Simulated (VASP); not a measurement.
An input for Quantum ESPRESSO's pw.x (written as the equivalent of a VASP run, and not itself run):

```
&CONTROL
  calculation = 'scf'
  pseudo_dir = './pseudo'
  outdir = './out'
  tprnfor = .true.
  tstress = .true.
/
&SYSTEM
  ibrav = 0
  nat = 2
  ntyp = 2
  ecutwfc = 76
  occupations = 'smearing'
  smearing = 'gaussian'
  degauss = 0.003675
  input_dft = 'pbe'
/
&ELECTRONS
  conv_thr = 7.3e-08
  electron_maxstep = 100
/
ATOMIC_SPECIES
  B 10.810 B.upf
  P 30.974 P.upf
CELL_PARAMETERS angstrom
     0.0000000    2.2703310    2.3307200
     2.2403780    0.0000000    2.3307200
     2.2403780    2.2703310    0.0000000
ATOMIC_POSITIONS crystal
  B    0.0000000  0.0000000  0.0000000
  P    0.2282860  0.2717140  0.2717140
K_POINTS automatic
  9 9 9 0 0 0
```

Q: Write the VASP files for the same calculation (PBE).

A: One answer among several that fit: 
**POSCAR**
```
BP
3.2537150
  0.0000000000   0.6977657846   0.7163257999
  0.6885599999   0.0000000000   0.7163257999
  0.6885599999   0.6977657846   0.0000000000
B P
1 1
direct
  0.0000000000   0.0000000000   0.0000000000
  0.2282860000   0.2717140000   0.2717140000
```

KPOINTS:
```
Automatic mesh
0
Gamma
9 9 9
0 0 0
```

INCAR:
```
ALGO=Normal
EDIFF=1E-6
ENCUT=800
GGA=PE
ISIF=2
ISMEAR=0
LASPH=T
LCHARG=F
LREAL=F
LWAVE=F
NELM=100
PREC=Accurate
SIGMA=0.05
SYSTEM=BP
```

POTCAR, in this order: B_h P (PBE.64 set). Program: vasp_std.

The two are equivalent in intent, not identical: the potentials are each code's own (VASP's PAW set, PseudoDojo norm-conserving files in pw.x), so ENCUT and ecutwfc are chosen apart and not converted; conv_thr bounds pw.x's estimated SCF error, while EDIFF bounds the energy change between steps.

The compound is BP in the zinc blende structure. The cell was not relaxed at this level, atoms are displaced from their ideal sites. The run is one of a series of settings (ENCUT = 800, POTCAR B_h P (PBE.64 set) against the base run), some of them coarse on purpose.
